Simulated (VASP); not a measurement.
Set up this calculation in VASP 6.6.1, as the native input.

```
Task                   : single point
Functional             : LDA
Potentials or basis    : VASP PAW LDA potentials, release 64 (In_d, Se)
Cutoff                 : 400 eV
k mesh                 : 12 × 12 × 2
Occupations            : gaussian, width 0.02 eV
Spin                   : no spin polarisation
Further INCAR settings : ALGO = Normal; EDIFF = 1e-07
```

The structure of InSe lies in POSCAR:

```
InSe
1.0
    4.0321066000      0.0000000000      0.0000000000
   -2.0160533000      3.4919067000      0.0000000000
    0.0000000000      0.0000000000     16.7472324000
In Se
4 4
Direct
    0.3333334000      0.6666667000      0.1666036000
    0.6666666000      0.3333334000      0.6666036000
    0.3333334000      0.6666667000      0.3333964000
    0.6666666000      0.3333334000      0.8333964000
    0.3333334000      0.6666667000      0.5896630000
    0.6666666000      0.3333334000      0.0896629000
    0.3333334000      0.6666667000      0.9103370000
    0.6666666000      0.3333334000      0.4103371000
```

The cell was built by a generator and needn't be a form met in nature.

These files were run (other wordings do the same):

INCAR

```
SYSTEM = InSe
PREC = Accurate ; ENCUT = 400
EDIFF = 1E-7 ; ISMEAR = 0
SIGMA = 0.02 ; LREAL = .False.
LASPH = .True. ; NELM = 80
ALGO = Normal ; ISIF = 2
LWAVE = .False. ; LCHARG = .False.
```

KPOINTS

```
regular mesh
0
Gamma
  12 12 2
  0 0 0
```

Potentials or basis: VASP PAW LDA potentials, release 64 (In_d, Se).

Command:

```bash
$ cat potpaw_LDA.64/In_d/POTCAR potpaw_LDA.64/Se/POTCAR > POTCAR
$ mpirun -np 1 vasp_std > vasp.out
```

It gave:

```json
{"Pressure": "-2.4 GPa", "Largest force": "0.295 eV/Å", "Band gap on the k mesh": "0.16 eV, direct"}
```

Caveat: spin-orbit coupling is left out, which moves the levels of the heavy elements.

It took 3.9 min on 1 thread of Intel(R) Xeon(R) 6975P-C (Granite Rapids) (shared host), peak memory 0.35 GiB.
